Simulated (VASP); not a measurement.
Here is the system:

```cif
data_Ca4O4
_chemical_formula_sum 'Ca4 O4'
_space_group_name_H-M_alt 'Fm-3m'
_space_group_IT_number 225
_space_group_name_Hall '-F 4 2 3'
_cell_length_a 4.80331
_cell_length_b 4.80331
_cell_length_c 4.80331
_cell_angle_alpha 90.000
_cell_angle_beta 90.000
_cell_angle_gamma 90.000
loop_
_atom_site_label
_atom_site_type_symbol
_atom_site_symmetry_multiplicity
_atom_site_Wyckoff_symbol
_atom_site_fract_x
_atom_site_fract_y
_atom_site_fract_z
_atom_site_occupancy
Ca1 Ca 4 a 0.00000 0.00000 0.00000 1
O1 O 4 b 0.50000 0.50000 0.50000 1
```
(The calculation used a cell of 2 atoms; values per cell refer to that cell.)

Method: PBE GGA with D3 dispersion (zero damping), VASP's PBE PAW potentials (set 64) (plane waves; VASP). Settings: 520 eV cut-off, 9×9×9 Γ-centred mesh, Gaussian smearing of 0.050 eV, potentials Ca_sv O.

Q: Give the energy at these volumes per atom, relative to the lowest: 13.00, 13.42, 13.83, 14.25, 14.66 Å³.

A: 20.3, 5.0, 0.0, 3.7, 14.7 meV/atom. A third-order Birch-Murnaghan fit gives B0 = 111 GPa and B0′ = 4.5.

Measured: a 4.781 Å at 0 K (computed value off by +0.5 %), as given by Wei Chen et al., Physical Review Materials (2018), doi:10.1103/physrevmaterials.2.073803 [zero-point anharmonic expansion removed].

The compound is CaO in the rock salt structure. It was relaxed first.
